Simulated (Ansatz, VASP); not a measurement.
# Tc in two plane-wave programs, part 2 of 2

Wanted: the spread between two codes on one cell, functional and k mesh. Of the first pair: The structure shown is the end of the Ansatz relaxation below.

VASP 6.6.1 and Ansatz 0.2.0.

So far. Step 6 (VASP: single point, PBEsol, pair 2): The run ends at a pressure of -9.83 GPa.

### Step 8. VASP: zone-centre phonons, PBEsol

Level of this step: PBEsol; plane waves and PAW (Tc_pv) (VASP).

Second derivatives magnify differences that forces hide, and they need a tight electronic threshold. The cell compared in this pair holds 28.00 Å³, against 28.84 Å³ for the pair before.

The input, INCAR:

```
SYSTEM = Tc
PREC = Accurate
ENCUT = 500
EDIFF = 1E-08
NELM = 120
ISMEAR = 1
SIGMA = 0.2
LREAL = .FALSE.
ALGO = Normal
GGA = PS
NBANDS = 19
LASPH = .TRUE.
LORBIT = 11
LWAVE = .FALSE.
LCHARG = .FALSE.
ISIF = 2
IBRION = 8
GGA_COMPAT = .FALSE.
KPAR = 2
```

The input, POSCAR:

```
Tc
1.0
    2.7232050311      0.0000000000      0.0000000000
   -1.3616025156      2.3583647366      0.0000000000
    0.0000000000      0.0000000000      4.3596213506
Tc
2
Direct
    0.3333333333      0.6666666667      0.2500000000
    0.6666666667      0.3333333333      0.7500000000
```

The input, KPOINTS:

```
Automatic mesh
0
Gamma
18 18 12
0 0 0
```

Potentials, in the order of the species: Tc_pv (PBE family, release 64).

The run is started by

```
$ mpirun -np 2 vasp_std
```

Numbers of over 12 decimals in the logs are rounded to 6 here.

Output:

```text
[... set-up lines as in an earlier step ...]
 entering main loop
       N       E                     dE             d eps       ncg     rms          rms(c)
DAV:   1     0.306907593480E+03    0.30691E+03   -0.16273E+04  9922   0.141E+03
DAV:   2    -0.165558190702E+02   -0.32346E+03   -0.31734E+03 10474   0.420E+02
DAV:   3    -0.241431284457E+02   -0.75873E+01   -0.75077E+01 10924   0.761E+01
DAV:   4    -0.241914286179E+02   -0.48300E-01   -0.48279E-01 10691   0.660E+00
[...]
DAV:  12    -0.225339198102E+02    0.28233E-06   -0.53162E-08 10417   0.182E-03    0.194E-04
DAV:  13    -0.225339198232E+02   -0.12927E-07   -0.15680E-09  5911   0.327E-04    0.707E-05
DAV:  14    -0.225339198167E+02    0.64711E-08   -0.13288E-10  5497   0.892E-05
   1 F= -.22533920E+02 E0= -.22534877E+02  d E =0.287108E-02
 Linear response reoptimize wavefunctions to high precision
DAV:   1    -0.225339198173E+02   -0.56207E-09   -0.19167E-11  5560   0.342E-05
DAV:   2    -0.225339198173E+02   -0.14097E-10   -0.40363E-12  5359   0.138E-05
 Linear response DOF=           2
 Linear response progress:
[...]
RMM:  14    -0.923181725351E+00   -0.11381E-07   -0.97303E-08 79079   0.785E-05    0.829E-07
RMM:  15    -0.923181768110E+00   -0.42760E-07   -0.54380E-08 70848   0.714E-05    0.245E-07
RMM:  16    -0.923181765375E+00    0.27356E-08   -0.34224E-08 41326   0.663E-05    0.103E-07
 first order change of Fermi-energy  -0.15317E-04
 force on displaced ion       1 direction 1 :  -3.902   0.001   0.000
 Linear response progress:
  Degree of freedom:   2/  2
       N       E                     dE             d eps       ncg     rms          rms(c)
RMM:   1    -0.989289164101E+00   -0.98929E+00   -0.42615E+00 15554   0.406E+01
RMM:   2    -0.109231775220E+01   -0.10303E+00   -0.15769E-01 22368   0.314E+00    0.222E-01
RMM:   3    -0.109035283976E+01    0.19649E-02   -0.33316E-03 21689   0.460E-01    0.108E-01
RMM:   4    -0.108880690191E+01    0.15459E-02   -0.57099E-04 24089   0.213E-01    0.346E-02
[...]
RMM:  15    -0.108797946077E+01   -0.48494E-08    0.46325E-07 28537   0.769E-05    0.458E-07
RMM:  16    -0.108797946733E+01   -0.65652E-08    0.26812E-07 23714   0.709E-05    0.153E-07
RMM:  17    -0.108797947172E+01   -0.43835E-08    0.12803E-07 18789   0.680E-05    0.821E-08
 first order change of Fermi-energy   0.12023E-03
 force on displaced ion       1 direction 3 :   0.000   0.000  -0.722
 Linear response finished
```

From OUTCAR (step 8):

```text
  Total       -0.1416526     -0.1416526     -0.1434049      0.0000000      0.0000000      0.0000000
  in kB       -8.1057865     -8.1057865     -8.2060572      0.0000000      0.0000000      0.0000000
  external PRESSURE =      -8.1392101 kB  Pullay stress =       0.0000000 kB

 POSITION                                       TOTAL-FORCE (eV/Angst)
 -----------------------------------------------------------------------------------
     -0.00000      1.57224      1.08991        -0.000000      0.000000      0.000000
      1.36160      0.78612      3.26972         0.000000      0.000000      0.000000
 -----------------------------------------------------------------------------------
    total drift:                               -0.000000      0.000000     -0.000000

[... 1 part as in an earlier step ...]

[... 1 further part left out ...]
```

### Step 9. Ansatz: zone-centre phonons, PBEsol

The same cell, functional, mesh and smearing now go to Ansatz, which takes its cutoff from its data sets.

The cell is taken from a series of runs on this material, whose earlier steps may have relaxed, scaled, displaced or heated it; both programs get it as it stands.

The input, input.yaml:

```yaml
crystal:
  lattice:
    - [2.7232050311, 0.0, 0.0]
    - [-1.3616025156, 2.3583647366, 0.0]
    - [0.0, 0.0, 4.3596213506]
  atoms:
    - { symbol: Tc, position: [0.3333333333, 0.6666666667, 0.25] }
    - { symbol: Tc, position: [0.6666666667, 0.3333333333, 0.75] }
kpoints:
  mp_grid: { grid: [18, 18, 12] }
hamiltonian:
  xc: pbesol
scf:
  occupations: { method: methfessel_paxton, width: 0.2 }
output:
  eigenvalues: true
phonons:
  method: dfpt
```

The run is started by

```
$ ansatz run input.yaml --threads 4 --pin off --max-ram 10240MiB --backend cpu --events-out ev --progress --plain --runs-dir out
```

Output:

```text
zone centre: on kpoints.mp_grid the ground state, and the responses unless they are solved on pairs of k-points, stand on 637 of the mesh's 3888 k-points, reduced under 4 symmetry operations, with k and −k counted as one. Each operation leaves every solved displacement unchanged or reverses it
[...]
Crystal: 2 atoms, lattice volume = 27.999 Å³
[...]
k mesh reduced under 4 symmetry operations, with k and −k counted as one. Each operation leaves every solved displacement unchanged or reverses it
  ASR residual: 7.195e-5 → 0.000e0 eV/Å²; symmetrization residual: 7.310e-10 eV/Å²
  ASR residual per site (eV/Å²): 7.19e-5 7.19e-5
  Γ frequencies (cm⁻¹): 0.00 0.00 0.00 72.64 147.17 147.17
  non-analytic LO–TO correction: not included (Born effective charges unavailable; polar crystals: no LO–TO splitting at Γ)
[key lines of the parts left out:]
SCF converged after 8 iterations
Free energy (F): -10675.374612 eV
Fermi energy:    22.793058 eV
```

### Step 10. Comparison

What differs besides the data sets and the points named for the pairs above, as far as they apply: the data sets hold 30 valence electrons in Ansatz (on its default PAW (the set named soft_2) files) and 26 in VASP. Total energies have different zeros and are not compared.

Both answers:

```tsv
quantity	Ansatz	VASP	difference
optical mode 1 (cm⁻¹)	72.6	63.0	+15.26 %
optical mode 2 to 3 (cm⁻¹)	147.2	146.5	+0.47 %
```

Modes are paired by rising frequency, not by their patterns, so a pair may set unlike modes beside each other; they are those without the splitting of longitudinal modes.

### Step 11. What the set-up changes

Further runs change the set-up of one program: Ansatz's method, potentials or start, or VASP's data sets, cutoff or form of LDA. The table gives Ansatz less VASP for each quantity, since a change that brings one quantity closer may part another.

```tsv
run	optical mode 1 (%)	optical mode 2 to 3 (%)
as above	15	0.47
VASP with the data sets Tc_sv and a cutoff of 600 eV	-1.1	-0.0090
```

### Step 12. What came out

| Item | Value |
| --- | --- |
| difference in pressure (single point, PBEsol, pair 1) | 0.84 GPa |
| difference in pressure (single point, PBEsol, pair 2) | 0.77 GPa |
| r.m.s. difference of the optical zone-centre modes, each program's sorted by frequency (zone-centre phonons, PBEsol) | 5.6 cm⁻¹ |
| difference in optical mode 1 (zone-centre phonons, PBEsol) | +15.3 % |

What this shows: The difference in pressure is 0.84 GPa (single point, PBEsol, pair 1), within the 1 GPa picked in this series as the mark of a large difference. The data sets hold unlike numbers of valence electrons (30 in Ansatz and 26 in VASP), so part of the differences comes from the potentials. Among the rows given in per cent, the largest difference of the zone-centre phonons, PBEsol pair is in optical mode 1, +15.3 %. Zone-centre phonons, PBEsol, VASP with the data sets Tc_sv and a cutoff of 600 eV: the difference in optical mode 1 goes from 15 to -1.1 %; the difference in optical mode 2 to 3 goes from 0.47 to -0.0090 %. Such differences can come from data sets, numerical settings and the points named under the comparisons, not from the functional's error against experiment.

[Lines on the potential files, build, host, timing and source positions are cut from VASP's logs without a mark.]

[Logs are printed without paths, hosts, clocks, repeated set-up lines and the standing remarks that a program may print on its own settings, such as how far it seeks lower states.]

[Hosts, paths, dates, database ids (printed as entryN), source tags and the programs' standing remarks are cut or masked in the printed files.]
